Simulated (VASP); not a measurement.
The system is CsAs.

```
Cs As
1.0
     4.29494    0.00000    0.00000
     0.00000    4.29494    0.00000
     0.00000    0.00000    4.29494
Cs As
1 1
Direct
  0.00000 0.00000 0.00000
  0.50000 0.50000 0.50000
```

The cell was built by a generator and needn't be a form met in nature.

| Item | Value |
| --- | --- |
| Program | VASP 6.6.1 |
| Task | relaxation of cell and atoms |
| Functional | RPBE |
| Potentials or basis | VASP PAW PBE potentials, release 64 (Cs_sv, As) |
| Cutoff | 600 eV |
| k mesh | 6 × 6 × 6 |
| Occupations | gaussian, width 0.05 eV |
| Spin | no spin polarisation |

At the start: pressure 1.3 GPa; volume 39.61 Å³/atom.

Q: How do energy, volume and symmetry change on relaxing?

A: Over 5 steps the energy falls by 14.9 meV/atom and the volume is 43.73 Å³/atom (+10.4 %); space group Pm-3m (No. 221, to 0.05 Å).

The path:
| step | energy change (eV) | largest force (eV/Å) | pressure (GPa) | volume (Å³) |
| --- | --- | --- | --- | --- |
| 1 | 0.0000 | 0.0000 | 1.27 | 79.23 |
| 2 | -0.0212 | 0.0000 | 0.63 | 82.87 |
| 3 | -0.0280 | 0.0000 | -0.24 | 89.82 |
| 4 | -0.0298 | 0.0000 | -0.03 | 87.74 |
| 5 | -0.0298 | 0.0000 | 0.01 | 87.47 |

Final structure:
```
Cs As
1.0
     4.43897    0.00000    0.00000
     0.00000    4.43897    0.00000
     0.00000    0.00000    4.43897
Cs As
1 1
Direct
  0.00000 0.00000 0.00000
  0.50000 0.50000 0.50000
```

Caveat: the PAW data sets were made with another functional, which shifts forces and pressure a little.
